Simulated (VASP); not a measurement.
Wanted: the native input for a VASP 6.6.1 run.

* Task: single point
* Functional: PBE
* Dispersion: D3(BJ)
* Potentials or basis: VASP PAW PBE potentials, release 64 (O, H, Li_sv, Cl)
* Cutoff: 520 eV
* k mesh: 1 × 1 × 1
* Occupations: fermi-dirac, width 0.02 eV
* Spin: no spin polarisation
* Dipole correction: no
* Further INCAR settings: LREAL = Auto; ALGO = Normal; EDIFF = 1e-06; NBANDS = 45

The structure of LiH12ClO6 lies in POSCAR:

```
LiH12ClO6
1.0
    6.2692210000      0.0000000000      0.0000000000
    0.0000000000      6.2692210000      0.0000000000
    0.0000000000      0.0000000000      6.2692210000
O H Li Cl
6 12 1 1
Direct
    0.4043086055      0.7139483518      0.8065276372
    0.5873137986      0.2370948480      0.4228914565
    0.7814048986      1.0092481985      0.8179166120
    0.1519965559      0.6043175061      0.3623735708
    0.8352233874      0.4951970907      0.6672599355
    0.7596797114     -0.1514382728      0.3023661153
    0.4415859642      0.8048208860      0.9145952902
    0.3386226136      0.5673432154      0.8712565724
    0.5257112487      0.2598568466      0.5676303324
    0.4760559566      0.2479095888      0.3132765618
    0.9201302682      1.0788262210      0.7998441912
    0.7805754495      0.9457793879      0.9548395247
    0.2811992112      0.6374157172      0.4301331856
    0.1941389528      0.5055811559      0.2619942733
    0.9564984230      0.4632952005      0.7543680467
    0.8485105247      0.4339454615      0.5200167613
    0.7434576002     -0.0024404946      0.3347465339
    0.9187265850     -0.1924800545      0.2997661113
    0.6538930435      0.7629337042      0.6142389940
    0.2412739956      0.2772274259      1.0150224406
```

The cell was built by a generator and needn't be a form met in nature.

The input as run:

INCAR

```
ALGO = Normal
EDIFF = 1E-6
ENCUT = 520
GGA = PE
ISIF = 2
ISMEAR = -1
IVDW = 12
LASPH = True
LCHARG = True
LELF = True
LREAL = Auto
LVHAR = True
LWAVE = False
NBANDS = 45
NELM = 100
PREC = Accurate
SIGMA = 0.02
```

KPOINTS

```
k-points
0
Gamma
  1 1 1
```

Potentials or basis: VASP PAW PBE potentials, release 64 (O, H, Li_sv, Cl).

The run is started by

```console
$ cat potpaw_PBE.64/O/POTCAR potpaw_PBE.64/H/POTCAR potpaw_PBE.64/Li_sv/POTCAR potpaw_PBE.64/Cl/POTCAR > POTCAR
$ mpirun -np 1 vasp_gam > vasp.out
```

It gave:

```
Largest force              : 5.028 eV/Å
Band gap on the k mesh     : 4.15 eV, direct
Dispersion energy per atom : -0.040 eV
```

Wall time 42 s on 1 thread of Intel(R) Xeon(R) Platinum 8259CL CPU @ 2.50GHz (Skylake/Cascade Lake) (shared host), peak memory 0.31 GiB.
